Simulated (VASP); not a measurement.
VASP ran on this input.

File POSCAR:
```
ZrSe2
1
    1.8755562595    -3.2485589582     0.0000000000
    1.8755562595     3.2485589582    -0.0000000000
   -0.0000000000     0.0000000000     6.1595067171
Zr Se
1 2
Direct
  0.0000000000   1.0000000000   1.0000000000
  0.3333330000   0.6666670000   0.2558553769
  0.6666670000   0.3333330000   0.7441446231
```

INCAR:
```
LWAVE = .False.
ISIF = 3
LUSE_VDW = .True.
PARAM2 = 1.0
NELM = 100
EDIFF = 1E-6
LASPH = .True.
IBRION = 2
ENCUT = 520   ! plane-wave cut-off (eV)
NSW = 60   ! most ionic steps
LREAL = .False.   ! projection in real space or not
PARAM1 = 0.1234
ISMEAR = 0
LCHARG = .False.
AGGAC = 0.0
PREC = Accurate
SIGMA = 0.05
SYSTEM = ZrSe2
ALGO = Normal   ! blocked Davidson
GGA = MK
LMAXMIX = 4   ! l cut-off of mixed one-centre charges
EDIFFG = -0.02   ! ionic stop
```

KPOINTS:
```
Automatic mesh
0
Gamma
6 6 4
0 0 0
```

POTCAR, in this order: Zr_sv Se (PBE.64 set). Program: vasp_std.

Write an equivalent input for Quantum ESPRESSO's pw.x.

One equivalent input (not run):
```
&CONTROL
  calculation = 'vc-relax'
  pseudo_dir = './pseudo'
  outdir = './out'
  tprnfor = .true.
  tstress = .true.
  nstep = 60
  forc_conv_thr = 0.00078
/
&SYSTEM
  ibrav = 0
  nat = 3
  ntyp = 2
  ecutwfc = 86
  occupations = 'smearing'
  smearing = 'gaussian'
  degauss = 0.003675
  input_dft = 'vdw-df-ob86'
/
&ELECTRONS
  conv_thr = 7.3e-08
  electron_maxstep = 100
/
&IONS
/
&CELL
/
ATOMIC_SPECIES
  Zr 91.224 Zr.upf
  Se 78.971 Se.upf
CELL_PARAMETERS angstrom
     1.8755563   -3.2485590    0.0000000
     1.8755563    3.2485590   -0.0000000
    -0.0000000    0.0000000    6.1595067
ATOMIC_POSITIONS crystal
  Zr   0.0000000  1.0000000  1.0000000
  Se   0.3333330  0.6666670  0.2558554
  Se   0.6666670  0.3333330  0.7441446
K_POINTS automatic
  6 6 4 0 0 0
```
What does not carry over: the potentials are each code's own (VASP's PAW set, PseudoDojo norm-conserving files in pw.x), so ENCUT and ecutwfc are chosen apart and not converted; conv_thr bounds pw.x's estimated SCF error, while EDIFF bounds the energy change between steps; forc_conv_thr acts on force components and is met together with etot_conv_thr.

The compound is ZrSe2 in the 1T layered structure. This run relaxes it. Symmetry was kept, so distortions that lower it aren't found. The start is the result of an earlier pass.
